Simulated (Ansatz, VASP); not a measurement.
# Cross-check of WS2 between VASP and Ansatz

Wanted: the spread between two codes on one cell, functional and k mesh. The cell is taken from a series of runs on this material, whose earlier steps may have relaxed, scaled, displaced or heated it; both programs get it as it stands.

Calculated with Ansatz 0.2.0; plane waves, with VASP 6.6.1 beside it; PBEsol.

**1. Set-up**

The cell holds 3 atoms: 1 W and 2 S. Cell: a = 3.146 Å, b = 3.265 Å, c = 30.000 Å, α = 90.0°, β = 90.0°, γ = 118.8°. Vacuum lies along c.

As a file:

```xyz
3
Lattice="3.1458 0.0000 0.0000 -1.5729 2.8606 0.0000 0.0000 0.0000 30.0000" Properties=species:S:1:pos:R:3
W     0.0000    1.9166   10.0000
S     1.5729    0.9488   11.5386
S     1.5729    0.9488    8.4614
```

**2. VASP: zone-centre phonons, PBEsol, pair 1**

Second derivatives magnify differences that forces hide, and they need a tight electronic threshold.

Lines of VASP's logs that name or quote its potential files are left out, and so is its time.

INCAR

```
SYSTEM = WS2
PREC = Accurate
ENCUT = 600
EDIFF = 1E-08
NELM = 120
ISMEAR = 0
SIGMA = 0.01
LREAL = .FALSE.
ALGO = Normal
GGA = PS
NBANDS = 15
LASPH = .TRUE.
LORBIT = 11
LWAVE = .FALSE.
LCHARG = .FALSE.
ISIF = 2
IBRION = 8
GGA_COMPAT = .FALSE.
EFERMI = MIDGAP
NELMDL = -8
KPAR = 2
```

POSCAR

```
WS2
1.0
    3.1458467052      0.0000000000      0.0000000000
   -1.5729233526      2.8606023211      0.0000000000
    0.0000000000      0.0000000000     30.0000000000
W S
1 2
Direct
    0.3350041880      0.6700083760      0.3333333333
    0.6658312392      0.3316624785      0.3846200240
    0.6658312392      0.3316624785      0.2820466425
```

KPOINTS

```
Automatic mesh
0
Gamma
12 12 1
0 0 0
```

Potentials, in the order of the species: W and S (PBE family, release 64).

Launch:

```
> mpirun -np 2 vasp_std
```

Numbers of over 12 decimals in the logs are rounded to 6 here.

Output:

```text
[banner, memory and clock lines left out]
running    2 mpi-ranks, on    1 nodes
 distrk:  each k-point on    1 cores,    2 groups
 distr:  one band on    1 cores,    1 groups

 POSCAR found type information on POSCAR W S
 POSCAR found :  2 types and       3 ions
|                                                                             |
|               ----> ADVICE to this user running VASP <----                  |
|                                                                             |
|     You enforced a specific xc type in the INCAR file but a different       |
|     [... a line on the potential file left out ...]
|     I HOPE YOU KNOW WHAT YOU ARE DOING!                                     |
|                                                                             |

 LDA part: xc-table for (Slater+PW92), standard interpolation
 POSCAR, INCAR and KPOINTS ok, starting setup
 FFT: planning ... GRIDC
 FFT: planning ... GRID_SOFT
 FFT: planning ... GRID
 WAVECAR not read
 entering main loop
       N       E                     dE             d eps       ncg     rms          rms(c)
DAV:   1     0.144634762473E+03    0.14463E+03   -0.60797E+03  1290   0.945E+02
DAV:   2    -0.687791606860E+01   -0.15151E+03   -0.13997E+03  2268   0.164E+02
DAV:   3    -0.262257208679E+02   -0.19348E+02   -0.19146E+02  1850   0.742E+01
DAV:   4    -0.266365154343E+02   -0.41079E+00   -0.40852E+00  1697   0.136E+01
DAV:   5    -0.266468666265E+02   -0.10351E-01   -0.10345E-01  1734   0.207E+00
DAV:   6    -0.266473085687E+02   -0.44194E-03   -0.44190E-03  1820   0.439E-01
DAV:   7    -0.266473241639E+02   -0.15595E-04   -0.15594E-04  1829   0.731E-02
DAV:   8    -0.266473248807E+02   -0.71672E-06   -0.71665E-06  1851   0.148E-02    0.274E+01
DAV:   9    -0.254256288571E+02    0.12217E+01   -0.33938E+00  1935   0.131E+01    0.117E+01
DAV:  10    -0.252831439911E+02    0.14248E+00   -0.10026E+00  1703   0.802E+00    0.586E+00
DAV:  11    -0.252142978111E+02    0.68846E-01   -0.14278E-01  1724   0.321E+00    0.895E-01
DAV:  12    -0.252128280485E+02    0.14698E-02   -0.24960E-02  1843   0.108E+00    0.406E-01
DAV:  13    -0.252113899023E+02    0.14381E-02   -0.56912E-03  1787   0.542E-01    0.160E-01
DAV:  14    -0.252113133512E+02    0.76551E-04   -0.47212E-04  1752   0.177E-01    0.618E-02
[...]
DAV:  23    -0.252115591640E+02   -0.64582E-05   -0.14514E-07  1724   0.116E-03    0.258E-04
DAV:  24    -0.252115630245E+02   -0.38605E-05   -0.11412E-07  1647   0.868E-04    0.224E-04
DAV:  25    -0.252115646339E+02   -0.16094E-05   -0.26728E-08  1594   0.438E-04    0.155E-04
DAV:  26    -0.252115653786E+02   -0.74476E-06   -0.97668E-09  1469   0.255E-04    0.769E-05
DAV:  27    -0.252115655668E+02   -0.18817E-06   -0.41798E-11  1457   0.116E-04    0.731E-05
DAV:  28    -0.252115656847E+02   -0.11791E-06   -0.10517E-10  1247   0.808E-05    0.173E-05
DAV:  29    -0.252115657074E+02   -0.22680E-07    0.75286E-10  1394   0.418E-05    0.112E-05
DAV:  30    -0.252115657163E+02   -0.89208E-08    0.83032E-10  1170   0.211E-05
   1 F= -.25211566E+02 E0= -.25211566E+02  d E =0.000000E+00
 Linear response reoptimize wavefunctions to high precision
DAV:   1    -0.252115657182E+02   -0.19295E-08    0.86407E-10  1373   0.102E-05
DAV:   2    -0.252115657182E+02   -0.27285E-11    0.87532E-10  1359   0.417E-06
 Linear response DOF=           6
 Linear response progress:
  Degree of freedom:   1/  6
       N       E                     dE             d eps       ncg     rms          rms(c)
RMM:   1    -0.114773928844E+00   -0.11477E+00   -0.10914E-01  4219   0.178E+00
RMM:   2    -0.109618281060E+00    0.51556E-02   -0.31798E-03  3508   0.364E-01    0.192E-01
RMM:   3    -0.109002746692E+00    0.61553E-03   -0.31603E-04  3472   0.105E-01    0.115E-01
RMM:   4    -0.108799766500E+00    0.20298E-03   -0.38752E-04  3447   0.124E-01    0.155E-02
RMM:   5    -0.108843516900E+00   -0.43750E-04   -0.13748E-05  3861   0.177E-02    0.364E-03
RMM:   6    -0.108850340593E+00   -0.68237E-05   -0.12622E-06  3815   0.328E-03    0.635E-04
RMM:   7    -0.108848249762E+00    0.20908E-05    0.40414E-07  3983   0.821E-04    0.223E-04
RMM:   8    -0.108847195206E+00    0.10546E-05    0.61505E-08  3956   0.276E-04    0.677E-05
RMM:   9    -0.108846959327E+00    0.23588E-06   -0.50942E-08  4092   0.106E-04    0.282E-05
RMM:  10    -0.108847005304E+00   -0.45977E-07   -0.82977E-08  3992   0.713E-05    0.386E-06
RMM:  11    -0.108847019380E+00   -0.14077E-07    0.16139E-08  4284   0.437E-05    0.209E-06
RMM:  12    -0.108847024237E+00   -0.48565E-08   -0.18163E-08  3992   0.387E-05    0.721E-07
 first order change of Fermi-energy   0.52254E-03
 force on displaced ion       1 direction 1 : -21.721  -0.011   0.000
 Linear response progress:
  Degree of freedom:   2/  6
       N       E                     dE             d eps       ncg     rms          rms(c)
RMM:   1    -0.113232485959E+00   -0.11323E+00   -0.10129E-01  2434   0.176E+00
RMM:   2    -0.108583089319E+00    0.46494E-02   -0.34082E-03  2037   0.367E-01    0.192E-01
RMM:   3    -0.108057284276E+00    0.52581E-03   -0.31906E-04  2025   0.975E-02    0.115E-01
RMM:   4    -0.107907474731E+00    0.14981E-03   -0.37370E-04  2063   0.115E-01    0.143E-02
RMM:   5    -0.107936963376E+00   -0.29489E-04   -0.67976E-06  2284   0.171E-02    0.530E-03
[...]
Linear response progress:
  Degree of freedom:   3/  6
       N       E                     dE             d eps       ncg     rms          rms(c)
RMM:   1    -0.168440642194E+00   -0.16844E+00   -0.16721E-01  2867   0.199E+00
RMM:   2    -0.150554440510E+00    0.17886E-01   -0.65001E-03  2076   0.549E-01    0.193E-01
RMM:   3    -0.149727887621E+00    0.82655E-03   -0.63003E-04  2151   0.147E-01    0.115E-01
RMM:   4    -0.149550782758E+00    0.17710E-03   -0.47280E-04  2096   0.119E-01    0.410E-02
RMM:   5    -0.149639894908E+00   -0.89112E-04   -0.31601E-05  2234   0.321E-02    0.172E-02
RMM:   6    -0.149693789145E+00   -0.53894E-04   -0.10351E-05  2133   0.177E-02    0.480E-03
RMM:   7    -0.149678604785E+00    0.15184E-04   -0.38973E-08  2259   0.324E-03    0.155E-03
RMM:   8    -0.149679927990E+00   -0.13232E-05   -0.78239E-08  2200   0.114E-03    0.293E-04
RMM:   9    -0.149679573842E+00    0.35415E-06   -0.61769E-09  2344   0.305E-04    0.105E-04
RMM:  10    -0.149679288521E+00    0.28532E-06   -0.22850E-08  2295   0.417E-04    0.573E-05
RMM:  11    -0.149679294377E+00   -0.58558E-08   -0.16965E-08  2336   0.111E-04    0.594E-05
 first order change of Fermi-energy   0.16848E-04
 force on displaced ion       1 direction 3 :   0.000  -0.000 -31.784
 Linear response progress:
  Degree of freedom:   4/  6
       N       E                     dE             d eps       ncg     rms          rms(c)
RMM:   1    -0.936663159355E-01   -0.93666E-01    0.58542E-03  5302   0.208E+00
RMM:   2    -0.922311616306E-01    0.14352E-02   -0.23387E-03  3602   0.385E-01    0.129E-01
RMM:   3    -0.924178568743E-01   -0.18670E-03   -0.11140E-04  3650   0.689E-02    0.748E-02
RMM:   4    -0.926816439782E-01   -0.26379E-03   -0.73142E-05  3775   0.444E-02    0.135E-02
RMM:   5    -0.926255636768E-01    0.56080E-04   -0.51694E-06  3940   0.107E-02    0.502E-03
RMM:   6    -0.926037460491E-01    0.21818E-04   -0.54788E-07  3980   0.329E-03    0.229E-03
RMM:   7    -0.926131581981E-01   -0.94121E-05    0.21449E-07  3886   0.138E-03    0.562E-04
RMM:   8    -0.926122280659E-01    0.93013E-06    0.11511E-07  4071   0.369E-04    0.135E-04
RMM:   9    -0.926116986217E-01    0.52944E-06   -0.60549E-08  4130   0.151E-04    0.823E-05
RMM:  10    -0.926117018833E-01   -0.32616E-08   -0.44471E-08  4156   0.953E-05    0.459E-06
 first order change of Fermi-energy  -0.25425E-03
 force on displaced ion       2 direction 1 : -10.540  -0.001   0.000
 Linear response progress:
  Degree of freedom:   5/  6
       N       E                     dE             d eps       ncg     rms          rms(c)
RMM:   1    -0.959683454072E-01   -0.95968E-01    0.68762E-03  3068   0.210E+00
RMM:   2    -0.942158695280E-01    0.17525E-02   -0.25253E-03  2083   0.396E-01    0.134E-01
RMM:   3    -0.944095838092E-01   -0.19371E-03   -0.12952E-04  2115   0.729E-02    0.774E-02
RMM:   4    -0.946815785888E-01   -0.27199E-03   -0.78869E-05  2194   0.467E-02    0.150E-02
RMM:   5    -0.946399798159E-01    0.41599E-04   -0.42633E-06  2327   0.114E-02    0.785E-03
RMM:   6    -0.946021145730E-01    0.37865E-04   -0.12238E-06  2201   0.576E-03    0.246E-03
RMM:   7    -0.946026573143E-01   -0.54274E-06   -0.35160E-08  2353   0.112E-03    0.162E-03
RMM:   8    -0.946129402534E-01   -0.10283E-04   -0.96449E-08  2124   0.134E-03    0.414E-04
RMM:   9    -0.946121759204E-01    0.76433E-06   -0.66074E-09  2388   0.350E-04    0.192E-04
RMM:  10    -0.946115034668E-01    0.67245E-06   -0.18862E-09  2340   0.129E-04    0.869E-05
RMM:  11    -0.946114220919E-01    0.81375E-07   -0.39229E-08  2387   0.966E-05    0.183E-05
RMM:  12    -0.946113960926E-01    0.25999E-07   -0.70633E-08  2475   0.752E-05    0.456E-06
RMM:  13    -0.946113681281E-01    0.27964E-07   -0.14332E-07  2397   0.725E-05    0.600E-06
RMM:  14    -0.946113632391E-01    0.48890E-08   -0.12176E-07  2443   0.702E-05    0.196E-06
RMM:  15    -0.946113757137E-01   -0.12475E-07   -0.13456E-07  2493   0.706E-05    0.914E-07
RMM:  16    -0.946113803614E-01   -0.46477E-08   -0.10800E-07  2341   0.680E-05    0.101E-06
RMM:  17    -0.946113796186E-01    0.74283E-09   -0.11905E-07  2310   0.677E-05    0.585E-07
RMM:  18    -0.946113775137E-01    0.21049E-08   -0.11578E-07  2236   0.673E-05    0.269E-07
RMM:  19    -0.946113761818E-01    0.13319E-08   -0.11869E-07  2368   0.674E-05    0.271E-07
RMM:  20    -0.946113769579E-01   -0.77601E-09   -0.11750E-07  2157   0.669E-05    0.202E-07
RMM:  21    -0.946113769913E-01   -0.33424E-10   -0.11751E-07  2038   0.669E-05    0.105E-07
RMM:  22    -0.946113774268E-01   -0.43549E-09   -0.11561E-07  2060   0.669E-05    0.161E-08
 first order change of Fermi-energy  -0.42584E-01
 force on displaced ion       2 direction 2 :   0.000  -9.882   0.842
 Linear response progress:
  Degree of freedom:   6/  6
       N       E                     dE             d eps       ncg     rms          rms(c)
RMM:   1    -0.158437415205E+00   -0.15844E+00    0.17353E-02  3051   0.214E+00
RMM:   2    -0.155090770234E+00    0.33466E-02   -0.31902E-03  2102   0.423E-01    0.340E-01
RMM:   3    -0.154970449065E+00    0.12032E-03   -0.37830E-04  2179   0.123E-01    0.246E-01
RMM:   4    -0.155096614906E+00   -0.12617E-03   -0.25161E-04  2166   0.755E-02    0.435E-02
RMM:   5    -0.155080229556E+00    0.16385E-04   -0.81790E-05  2151   0.460E-02    0.163E-02
RMM:   6    -0.155082340667E+00   -0.21111E-05   -0.32648E-06  2214   0.119E-02    0.434E-03
RMM:   7    -0.155082561630E+00   -0.22096E-06   -0.23541E-07  2296   0.304E-03    0.220E-03
RMM:   8    -0.155084811681E+00   -0.22501E-05   -0.15011E-08  2335   0.707E-04    0.154E-03
RMM:   9    -0.155091650800E+00   -0.68391E-05   -0.39207E-08  2174   0.987E-04    0.321E-04
RMM:  10    -0.155093668579E+00   -0.20178E-05   -0.12958E-08  2310   0.391E-04    0.472E-04
RMM:  11    -0.155097282246E+00   -0.36137E-05    0.43086E-09  2477   0.662E-04    0.218E-04
RMM:  12    -0.155098891325E+00   -0.16091E-05    0.53593E-08  2488   0.313E-04    0.106E-04
RMM:  13    -0.155100096445E+00   -0.12051E-05   -0.11668E-07  2555   0.349E-04    0.393E-05
RMM:  14    -0.155100133448E+00   -0.37002E-07   -0.18886E-08  2515   0.151E-04    0.566E-05
RMM:  15    -0.155100328938E+00   -0.19549E-06   -0.66526E-08  2615   0.219E-04    0.356E-05
RMM:  16    -0.155100328023E+00    0.91535E-09   -0.48378E-08  2593   0.106E-04    0.308E-05
 first order change of Fermi-energy   0.31709E+00
 force on displaced ion       2 direction 3 :   0.000   0.842 -18.134
 Linear response finished
```

From OUTCAR (step 2):

```text
ion  position               nearest neighbor table
   1  0.335  0.670  0.333-   2 2.40   2 2.40   3 2.40   3 2.40   2 2.44   3 2.44
   2  0.666  0.332  0.385-   1 2.40   1 2.40   1 2.44
   3  0.666  0.332  0.282-   1 2.40   1 2.40   1 2.44

  LATTYP: Found a base centered orthorhombic cell.
 ALAT       =     3.1458467052
 B/A-ratio  =     1.8186533478
 C/A-ratio  =     9.5363833051

 Subroutine GETGRP returns: Found  4 space group operations
 (whereof  2 operations were pure point group operations)

The static configuration has the point symmetry C_1h.
 The point group associated with its full space group is C_2v.

 Found     43 irreducible k-points:

   k-points           NKPTS =     43   k-points in BZ     NKDIM =     43   number of bands    NBANDS=     15

   dimension x,y,z NGX =    28 NGY =   28 NGZ =  240
   dimension x,y,z NGXF=    56 NGYF=   56 NGZF=  480

   ENCUT  =  600.0 eV  44.10 Ry    6.64 a.u.   6.28  6.52 59.92*2*pi/ulx,y,z

   NELECT =      18.0000    total number of electrons

 k-points in reciprocal lattice and weights: Automatic mesh
   0.00000000  0.00000000  0.00000000       0.007
   0.08333333  0.00000000  0.00000000       0.028
   0.16666667  0.00000000  0.00000000       0.028
   0.25000000  0.00000000  0.00000000       0.028
   0.33333333  0.00000000  0.00000000       0.028
   0.41666667  0.00000000  0.00000000       0.028
   0.50000000  0.00000000  0.00000000       0.014
   0.00000000  0.08333333  0.00000000       0.014
   0.08333333  0.08333333  0.00000000       0.028
[...]
0.16666667  0.41666667  0.00000000       0.014
   0.00000000  0.50000000  0.00000000       0.007

 average (electrostatic) potential at core
       1 -48.9301       2 -94.9392       3 -94.9392

  Total       -0.9557264     -3.8463715     -0.1109318      0.0000000      0.0000000      0.0000000
  in kB       -5.6718911    -22.8268253     -0.6583402      0.0000000      0.0000000      0.0000000
  external PRESSURE =      -9.7190189 kB  Pullay stress =       0.0000000 kB

  energy-cutoff  :      600.00
  volume of cell :      269.97
      direct lattice vectors                 reciprocal lattice vectors
     3.145846705  0.000000000  0.000000000     0.317879444  0.174788364  0.000000000
    -1.572923353  2.860602321  0.000000000     0.000000000  0.349576728  0.000000000
     0.000000000  0.000000000 30.000000000     0.000000000  0.000000000  0.033333333

 POSITION                                       TOTAL-FORCE (eV/Angst)
 -----------------------------------------------------------------------------------
      0.00000      1.91663     10.00000         0.000000      0.003484     -0.000000
      1.57292      0.94875     11.53860         0.000000     -0.001742     -0.033528
      1.57292      0.94875      8.46140         0.000000     -0.001742      0.033528
 -----------------------------------------------------------------------------------
    total drift:                                0.000000     -0.000214      0.000003

 Eigenvectors and eigenvalues of the dynamical matrix
 ----------------------------------------------------

   1 f  =   12.812198 THz    80.501415 2PiTHz  427.368927 cm-1    52.986970 meV
             X         Y         Z           dx          dy          dz
      0.000000  1.916628 10.000000     0.000000   -0.000000   -0.506366
      1.572923  0.948754 11.538601    -0.000000   -0.065790    0.606192
      1.572923  0.948754  8.461399    -0.000000    0.065790    0.606192

   2 f  =   12.494836 THz    78.507369 2PiTHz  416.782859 cm-1    51.674465 meV
             X         Y         Z           dx          dy          dz
      0.000000  1.916628 10.000000     0.000000    0.062525    0.000000
      1.572923  0.948754 11.538601    -0.000000   -0.074778    0.701750
      1.572923  0.948754  8.461399    -0.000000   -0.074778   -0.701750

   3 f  =   10.566468 THz    66.391079 2PiTHz  352.459446 cm-1    43.699382 meV
             X         Y         Z           dx          dy          dz
      0.000000  1.916628 10.000000    -0.508547    0.000000   -0.000000
      1.572923  0.948754 11.538601     0.608843   -0.000000   -0.000000
      1.572923  0.948754  8.461399     0.608843   -0.000000    0.000000

   4 f  =   10.169042 THz    63.893977 2PiTHz  339.202739 cm-1    42.055761 meV
             X         Y         Z           dx          dy          dz
      0.000000  1.916628 10.000000     0.000000    0.504709    0.000000
      1.572923  0.948754 11.538601    -0.000000   -0.604225   -0.086870
      1.572923  0.948754  8.461399    -0.000000   -0.604225    0.086870

   5 f  =    8.825614 THz    55.452970 2PiTHz  294.390806 cm-1    36.499792 meV
             X         Y         Z           dx          dy          dz
      0.000000  1.916628 10.000000     0.000000    0.000000    0.000000
      1.572923  0.948754 11.538601     0.707107   -0.000000   -0.000000
      1.572923  0.948754  8.461399    -0.707107    0.000000   -0.000000

   6 f  =    8.520076 THz    53.533216 2PiTHz  284.199143 cm-1    35.236187 meV
             X         Y         Z           dx          dy          dz
      0.000000  1.916628 10.000000     0.000000    0.000000   -0.047363
      1.572923  0.948754 11.538601     0.000000    0.704040    0.056627
      1.572923  0.948754  8.461399    -0.000000   -0.704040    0.056627

   7 f/i=    0.000051 THz     0.000323 2PiTHz    0.001717 cm-1     0.000213 meV
             X         Y         Z           dx          dy          dz
      0.000000  1.916628 10.000000     0.861034   -0.000000   -0.000000
      1.572923  0.948754 11.538601     0.359597   -0.000000   -0.000000
      1.572923  0.948754  8.461399     0.359597   -0.000000   -0.000000

   8 f/i=    0.000641 THz     0.004025 2PiTHz    0.021366 cm-1     0.002649 meV
             X         Y         Z           dx          dy          dz
      0.000000  1.916628 10.000000    -0.000000    0.000000   -0.861017
      1.572923  0.948754 11.538601    -0.000000   -0.000037   -0.359618
      1.572923  0.948754  8.461399    -0.000000    0.000037   -0.359618

   9 f/i=    0.000750 THz     0.004712 2PiTHz    0.025016 cm-1     0.003102 meV
             X         Y         Z           dx          dy          dz
      0.000000  1.916628 10.000000    -0.000000   -0.861022   -0.000000
      1.572923  0.948754 11.538601    -0.000000   -0.359611    0.000038
      1.572923  0.948754  8.461399    -0.000000   -0.359611   -0.000038

 ELASTIC MODULI CONTR FROM IONIC RELAXATION (kBar)
 Direction    XX          YY          ZZ          XY          YZ          ZX
 --------------------------------------------------------------------------------
 XX         -80.1646    -69.6397   -202.4429     -0.0000     -0.0000     -0.0000
 YY         -69.6397    -86.8101   -216.6047     -0.0000     -0.0000     -0.0000
 ZZ        -202.4429   -216.6047   -574.3157     -0.0000     -0.0000     -0.0000
 XY          -0.0000     -0.0000     -0.0000     -9.3741      0.0000      0.0000
 YZ          -0.0000     -0.0000     -0.0000      0.0000   -284.2563      0.0000
 ZX          -0.0000     -0.0000     -0.0000      0.0000      0.0000   -262.7441
 --------------------------------------------------------------------------------
```

This run has no spin polarisation, so a moment on W, if there is one, isn't seen.

(Part 1 of 3 ends here.)

[Lines on the potential files, build, host, timing and source positions are cut from VASP's logs without a mark.]

[Logs are printed without paths, hosts, clocks, repeated set-up lines and the standing remarks that a program may print on its own settings, such as how far it seeks lower states.]

[Hosts, paths, dates, database ids (printed as entryN), source tags and the programs' standing remarks are cut or masked in the printed files.]
